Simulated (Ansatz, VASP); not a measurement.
# Cross-check of Sn19Ge5O48 (Sn0.8Ge0.2O2, rutile) between VASP and Ansatz, part 2 of 2

Aim: how closely do two programs agree when they are given the same cell, functional and k mesh? The cell is invented: As first built, before any earlier steps moved the atoms (in the runner's words): 2x2x3 conventional cells of the SnO2 type (72 atoms: 48 O, 5 Ge, 19 Sn); Sn/Ge share their sites, the best of 600 random draws by like-pair counts in two shells; start lattice by linear mixing of the end members' cells; atoms moved at random by 0.02 A. It may not be a known or stable phase. The structure shown is the end of the Ansatz relaxation below.

VASP 6.6.1 and Ansatz 0.2.0.

So far: Starting point; Ansatz: relaxation, PBE with D3(BJ).

**3. VASP: single point, PBE with D3(BJ)**

Level of this step: PBE with D3(BJ); plane waves and PAW (O, Ge_d, Sn_d); invented cell (VASP).

The same cell, functional, mesh and smearing now go to VASP, with its own data sets.

Lines of VASP's logs that name or quote its potential files are left out, and so is its time.

INCAR reads:

```
SYSTEM = Sn19Ge5O48
PREC = Accurate
ENCUT = 600
EDIFF = 1E-06
NELM = 120
ISMEAR = -1
SIGMA = 0.01
LREAL = Auto
ALGO = Normal
GGA = PE
IVDW = 12
NBANDS = 368
LORBIT = 11
LWAVE = .FALSE.
LCHARG = .FALSE.
ISIF = 2
ISYM = 0
LASPH = .TRUE.
GGA_COMPAT = .FALSE.
EFERMI = MIDGAP
KPAR = 4
```

POSCAR reads:

```
Sn19Ge5O48
1.0
    9.4493370000     -0.0013520000      0.0019660000
   -0.0013520000      9.4503980000      0.0005900000
    0.0019670000      0.0005880000      9.4943590000
O Ge Sn
48 5 19
Direct
    0.1492500000      0.1499600000      0.0113800000
    0.1023400000      0.3951700000      0.1776700000
    0.3382200000      0.3393000000      0.0127700000
    0.3920800000      0.1043200000      0.1664500000
    0.1629300000      0.1551400000      0.3346000000
    0.1031200000      0.3979800000      0.4887300000
    0.3437400000      0.3349700000      0.3346600000
    0.3983500000      0.1028400000      0.5103600000
    0.1521600000      0.1602300000      0.6523100000
    0.0986100000      0.3994300000      0.8324700000
    0.3374100000      0.3461700000      0.6534200000
    0.4046200000      0.0942400000      0.8214500000
    0.1536600000      0.6499400000      0.9972000000
    0.0917800000      0.9044900000      0.1553200000
    0.3502800000      0.8443900000      0.0027000000
    0.3992300000      0.5949600000      0.1674100000
    0.1464900000      0.6432700000      0.3340400000
    0.0970200000      0.9028900000      0.4985700000
    0.3404000000      0.8493000000      0.3308800000
    0.4030400000      0.5987400000      0.4992900000
    0.1519900000      0.6571900000      0.6681300000
    0.1001400000      0.9146200000      0.8457600000
    0.3510600000      0.8572400000      0.6658400000
    0.3999000000      0.5941200000      0.8332100000
    0.6500800000      0.1531000000      0.0028200000
    0.5997300000      0.4030000000      0.1675000000
    0.8446800000      0.3496400000      0.9969900000
    0.9081000000      0.0944100000      0.1551700000
    0.6551000000      0.1533600000      0.3312600000
    0.5986000000      0.4017100000      0.4987900000
    0.8602400000      0.3480600000      0.3335800000
    0.9027200000      0.0956900000      0.4990800000
    0.6466400000      0.1433500000      0.6653700000
    0.5886100000      0.3937400000      0.8335000000
    0.8474600000      0.3416500000      0.6685100000
    0.9102500000      0.0951200000      0.8455000000
    0.6546400000      0.6539900000      0.0003700000
    0.5948300000      0.9064200000      0.1689200000
    0.8555700000      0.8547700000      0.9998100000
    0.9110600000      0.5892000000      0.1794900000
    0.6485400000      0.6556200000      0.3324900000
    0.5884300000      0.9079800000      0.5103400000
    0.8461600000      0.8522300000      0.3347800000
    0.9086700000      0.5876400000      0.4870800000
    0.6569000000      0.6470200000      0.6669300000
    0.5928800000      0.9073600000      0.8215100000
    0.8535000000      0.8445400000      0.6646900000
    0.9055100000      0.5956600000      0.8329500000
    0.0032900000      0.0029400000      0.0019100000
    0.2467800000      0.2471100000      0.1718500000
    0.2508100000      0.2506200000      0.4962500000
    0.0064700000      0.4925800000      0.3338900000
    0.4979800000      0.0012100000      0.6649200000
    0.0041000000      0.0038900000      0.3295000000
    0.0032100000      0.0023900000      0.6687000000
    0.2479600000      0.2441900000      0.8328100000
    0.0032400000      0.4955800000      0.0039700000
    0.2429200000      0.7467000000      0.1667100000
    0.2492400000      0.7503600000      0.4994600000
    0.0028200000      0.4964400000      0.6617500000
    0.2521800000      0.7560300000      0.8333100000
    0.4973500000      0.0014400000      0.9985000000
    0.7566100000      0.2516400000      0.1666300000
    0.4926400000      0.0065800000      0.3368100000
    0.7508900000      0.2484400000      0.4994400000
    0.7471800000      0.2422600000      0.8332700000
    0.4965800000      0.4962100000      0.0014800000
    0.7548600000      0.7514700000      0.1672700000
    0.4959900000      0.4957500000      0.3329400000
    0.7493700000      0.7485300000      0.4992500000
    0.4970900000      0.4962400000      0.6655500000
    0.7524900000      0.7533700000      0.8331300000
```

KPOINTS reads:

```
Points of the shifted mesh
8
Reciprocal
 0.2500000000  0.2500000000  0.2500000000 1
 0.2500000000  0.2500000000  0.7500000000 1
 0.2500000000  0.7500000000  0.2500000000 1
 0.2500000000  0.7500000000  0.7500000000 1
 0.7500000000  0.2500000000  0.2500000000 1
 0.7500000000  0.2500000000  0.7500000000 1
 0.7500000000  0.7500000000  0.2500000000 1
 0.7500000000  0.7500000000  0.7500000000 1
```

PAW data sets: O, Ge_d and Sn_d (PBE family, release 64).

Started as:

```sh
$ mpirun -np 8 vasp_std
```

Numbers of over 12 decimals in the logs are rounded to 6 here.

Log:

```text
[banner, memory and clock lines left out]
running    8 mpi-ranks, on    1 nodes
[...]
|                                                                             |
|           W    W    AA    RRRRR   N    N  II  N    N   GGGG   !!!           |
|           W    W   A  A   R    R  NN   N  II  NN   N  G    G  !!!           |
|           W    W  A    A  R    R  N N  N  II  N N  N  G       !!!           |
|           W WW W  AAAAAA  RRRRR   N  N N  II  N  N N  G  GGG   !            |
|           WW  WW  A    A  R   R   N   NN  II  N   NN  G    G                |
|           W    W  A    A  R    R  N    N  II  N    N   GGGG   !!!           |
|                                                                             |
|     For optimal performance we recommend to set                             |
|       NCORE = 2 up to number-of-cores-per-socket                            |
|     NCORE specifies how many cores store one orbital (NPAR=cpu/NCORE).      |
|     This setting can greatly improve the performance of VASP for DFT.       |
|     The default, NCORE=1 might be grossly inefficient on modern             |
|     multi-core architectures or massively parallel machines. Do your        |
|     Unfortunately you need to use the default for GW and RPA                |
|     calculations (for HF NCORE is supported but not extensively tested      |
|     yet).                                                                   |
|                                                                             |

 LDA part: xc-table for (Slater+PW92), standard interpolation
 POSCAR, INCAR and KPOINTS ok, starting setup
[...]
entering main loop
       N       E                     dE             d eps       ncg     rms          rms(c)
DAV:   1     0.155373125926E+05    0.15537E+05   -0.24153E+05  6456   0.344E+03
DAV:   2     0.353329101499E+04   -0.12004E+05   -0.11286E+05  5888   0.103E+03
DAV:   3     0.417178882357E+02   -0.34916E+04   -0.32749E+04  6064   0.384E+02
DAV:   4    -0.489407562513E+03   -0.53113E+03   -0.51705E+03  6816   0.157E+02
[...]
DAV:  15    -0.448819584095E+03    0.14195E-05   -0.24630E-05  7968   0.266E-02    0.670E-03
DAV:  16    -0.448819583359E+03    0.73558E-06   -0.11087E-05  6424   0.132E-02    0.456E-03
DAV:  17    -0.448819583083E+03    0.27628E-06   -0.18968E-06  3840   0.513E-03
   1 F= -.46415170E+03 E0= -.46415170E+03  d E =0.000000E+00
```

OUTCAR, selected parts (step 3):

```text
 POSITION                                       TOTAL-FORCE (eV/Angst)
 -----------------------------------------------------------------------------------
      1.41013      1.41699      0.10843        -0.010711     -0.012693      0.014844
      0.96686      3.73448      1.68730         0.013195     -0.013101      0.009697
      3.19552      3.20607      0.12211        -0.003125     -0.005420      0.014446
      3.70508      0.98543      1.58117        -0.027175      0.026115     -0.007158
      1.54003      1.46611      3.17722         0.007576      0.007221     -0.000188
      0.97484      3.76122      4.64062         0.013878     -0.012128     -0.013964
      3.24832      3.16533      3.17826        -0.006116     -0.007673      0.000254
      3.76501      0.97164      4.84638        -0.015247      0.015905      0.019521
      1.43888      1.51442      6.19366         0.000323      0.007429     -0.022232
      0.93290      3.77513      7.90420         0.007756     -0.005876      0.000776
      3.18912      3.27137      6.20467        -0.002977      0.000546     -0.014891
      3.82488      0.89054      7.79999         0.000913     -0.001274     -0.016134
      1.45307      6.14257      9.46846        -0.012825     -0.012554     -0.007219
      0.86634      8.54776      1.47538         0.001184     -0.002136     -0.019285
[...]
-----------------------------------------------------------------------------------
    total drift:                               -0.007452     -0.040743     -0.011213

  FREE ENERGIE OF THE ION-ELECTRON SYSTEM (eV)
  ---------------------------------------------------
  free  energy   TOTEN  =      -464.1517046274 eV

  energy  without entropy=     -464.1517046274  energy(sigma->0) =     -464.15170463

[... 2 further parts left out ...]
[key lines of the parts left out:]
E-fermi :   6.6343
```

The run ends at a pressure of 0.34 GPa, with forces up to 0.040 eV/Å.

**4. Comparison**

Known differences besides the potentials themselves: the cutoff is 420 eV in Ansatz and 600 eV in VASP (PREC = Accurate, projectors in real space). Total energies have different zeros and are not compared.

The two programs side by side:

```
              quantity  Ansatz   VASP  difference
        pressure (GPa)   -0.01   0.34       -0.35
gap on the k mesh (eV)   2.096  2.088      +0.008
```

At this near-relaxed geometry the largest component of a force difference is 30 meV/Å. A gap on the mesh is an upper bound, since the band edges may lie between its points.

**5. What came out**

```
difference in gap on the k mesh (single point, PBE with D3(BJ)) : 0.0080 eV
r.m.s. force difference (single point, PBE with D3(BJ))         : 11 meV/Å
```

What this shows: The r.m.s. force difference is 11 meV/Å (single point, PBE with D3(BJ)), within the 12 meV/Å picked in this series as the mark of a large difference. How closely two codes agree says nothing of how well the functional describes the real material.

[Lines on the potential files, build, host, timing and source positions are cut from VASP's logs without a mark.]

[Logs are printed without paths, hosts, clocks, repeated set-up lines and the standing remarks that a program may print on its own settings, such as how far it seeks lower states.]

[Hosts, paths, dates, database ids (printed as entryN), source tags and the programs' standing remarks are cut or masked in the printed files.]
